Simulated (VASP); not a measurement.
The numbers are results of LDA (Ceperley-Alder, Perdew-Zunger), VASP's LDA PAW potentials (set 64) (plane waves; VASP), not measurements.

VASP ran on this input.

KPOINTS:
```
kpoints
0
gamma
 6 6 6
```

**POSCAR**
```
Rb
4.4003460
 -1.0000000000   1.0000000000   0.5456118678
  1.0000000000  -1.0000000000   0.5456118678
  1.0000000000   1.0000000000  -0.5456118678
Rb
2
Direct
  0.7438580000   0.2398600000   0.4958630000
  0.0061420000   0.0101400000   0.0041370000
```

### INCAR
```
SYSTEM = Rb
PREC = Accurate; ENCUT = 300; LREAL = F
LASPH = T
EDIFF = 1E-6; NELM = 100; ALGO = Normal
LMAXMIX = 4
ISMEAR = 0; SIGMA = 0.136
ISIF = 2
LWAVE = F; LCHARG = F
```

POTCAR, in this order: Rb_sv (LDA.64 set). Program: vasp_std.

Problem. Estimate the energy per atom (σ→0), band gap (on the k-mesh).

Solution. 
- energy per atom (σ→0) = -0.977 eV/atom
- band gap (on the k-mesh) = none (metal, semimetal or under 0.01 eV)

### OSZICAR
```
...
DAV:   4    -0.196339435774E+01   -0.77768E+00   -0.77724E+00  5105   0.128E+01
DAV:   5    -0.196857292061E+01   -0.51786E-02   -0.51773E-02  4007   0.104E+00    0.146E+00
DAV:   6    -0.196625447383E+01    0.23184E-02   -0.41497E-03  3979   0.401E-01    0.875E-01
DAV:   7    -0.196543329622E+01    0.82118E-03   -0.60749E-03  3822   0.464E-01    0.711E-02
DAV:   8    -0.196549972746E+01   -0.66431E-04   -0.46868E-04  3967   0.157E-01    0.203E-02
DAV:   9    -0.196550941571E+01   -0.96883E-05   -0.12545E-05  4573   0.269E-02    0.868E-03
DAV:  10    -0.196551015876E+01   -0.74305E-06   -0.81854E-06  3872   0.173E-02
   1 F= -.19655102E+01 E0= -.19532426E+01  d E =-.245351E-01
```

The structure was generated: Rb was put into an ordered model structure, which need not be its known phase. The cell was not relaxed at this level, atoms are displaced from their ideal sites.
